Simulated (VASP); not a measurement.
A run of VASP 6.6.1 is set up as follows.

Contents of INCAR:

```
ALGO = Normal
EDIFF = 1E-6
ENCUT = 520
ISIF = 2
ISMEAR = -1
LASPH = T
LCHARG = F
LREAL = F
LWAVE = F
NBANDS = 48
NELM = 100
PREC = Accurate
SIGMA = 0.1
```

KPOINTS

```
k-points
0
Gamma
  2 3 3
```

POSCAR

```
Zn2Ag5
1.0
    8.0826260000      0.0000000000      0.0000000000
    0.0000000000      4.0413130000      0.0000000000
    0.0000000000      0.0000000000      4.0413130000
Zn Ag
2 5
Direct
    0.0000000000      0.0000000000      0.0000000000
    0.5000000000      0.0000000000      0.0000000000
    0.1127365042      0.2251441549      0.5000001237
    0.2499999381      0.4999998763      0.0000000000
    0.5000000000      0.4999998763      0.4999998763
    0.7500000619      0.0000000000      0.4999998763
    0.7500000619      0.4999998763      0.0000000000
```

Potentials or basis: VASP PAW LDA potentials, release 64 (Zn, Ag).

Command:

```console
$ cat potpaw_LDA.64/Zn/POTCAR potpaw_LDA.64/Ag/POTCAR > POTCAR
$ mpirun -np 1 vasp_std > vasp.out
```

Task: What does it give for the largest force?

Result: 1.259 eV/Å.

Task: Predict the band gap on the k mesh.

Result: None (metal or under the smearing width).

Task: Predict the pressure.

Result: -5.6 GPa.

Forces in eV/Å, atoms in the order of the input:
```
Zn  -0.973 -0.756  0.000
Zn  -0.016 -0.037  0.000
Ag   0.018  0.020  0.000
Ag   1.005  0.758  0.000
Ag  -0.283  0.013  0.000
Ag   0.223 -0.016  0.000
Ag   0.026  0.019  0.000
```

Caveat: the k mesh is coarse (spacing up to 0.52 Å⁻¹), so the values aren't converged.
